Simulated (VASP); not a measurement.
CoSi, 8 atoms in the cell. It takes space group P2_13 (No. 198, cubic). Conventional cell: a = 4.438 Å, b = 4.438 Å, c = 4.438 Å, α = 90.00°, β = 90.00°, γ = 90.00°. Co (site symmetry 3) has 7 Si at 2.28 to 2.47 Å as nearest neighbours. Si (site symmetry 3) has 7 Co at 2.28 to 2.47 Å as nearest neighbours. 

| Property | Result |
| --- | --- |
| Program | VASP 6.6.1 |
| Task | relaxation of cell and atoms |
| Functional | PBE |
| Potentials or basis | VASP PAW PBE potentials, release 64 (Co, Si) |
| Cutoff | 520 eV |
| k mesh | 8 × 8 × 8 |
| Occupations | gaussian, width 0.1 eV |
| Spin | collinear spin, ferromagnetic start |
| Starting moments | [2.0, 2.0, 2.0, 2.0, 0.0, 0.0, 0.0, 0.0] μB |
| Further INCAR settings | ALGO = Normal; EDIFF = 1e-06; IBRION = 2; EDIFFG = -0.01; NSW = 90; ISIF = 3 |

Potentials or basis: VASP PAW PBE potentials, release 64 (Co, Si).

Command:

```bash
$ cat potpaw_PBE.64/Co/POTCAR potpaw_PBE.64/Si/POTCAR > POTCAR
$ mpirun -np 4 vasp_std > vasp.out
```

Hardware: 4 MPI ranks on Intel(R) Xeon(R) 6975P-C (Granite Rapids), with other jobs on the host.

Problem. Estimate the wall time of this run.

Solution. Run time: 4.5 min on 4 MPI ranks on Intel(R) Xeon(R) 6975P-C (Granite Rapids), on a shared host, peak memory 0.37 GiB a rank. Counts: scf iterations 60, k points 45, ion steps 8.
